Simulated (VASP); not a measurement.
Given:

```
CELL_PARAMETERS angstrom
      0.00000     2.71944     2.71944
      2.71944     0.00000     2.71944
      2.71944     2.71944     0.00000
ATOMIC_POSITIONS crystal
  Mg 0.00000 0.00000 0.00000
  Se 0.50000 0.50000 0.50000
```

The numbers are results of PBE GGA with D4 dispersion, VASP's PBE PAW potentials (set 64) (plane waves; VASP), not measurements. Settings: 520 eV cut-off, Gaussian smearing of 0.050 eV, potentials Mg Se.

Q: Predict the band gap (along the path) with the smallest direct gap where there is one.

A: 
| Property | Result |
|---|---|
| band gap (along the path) | 1.81 eV |
| smallest direct gap (along the path) | 2.64 eV |

The absolute energy has meaning only against runs of the same code, potentials and settings.

The compound is MgSe in the rock salt structure. It was relaxed first.
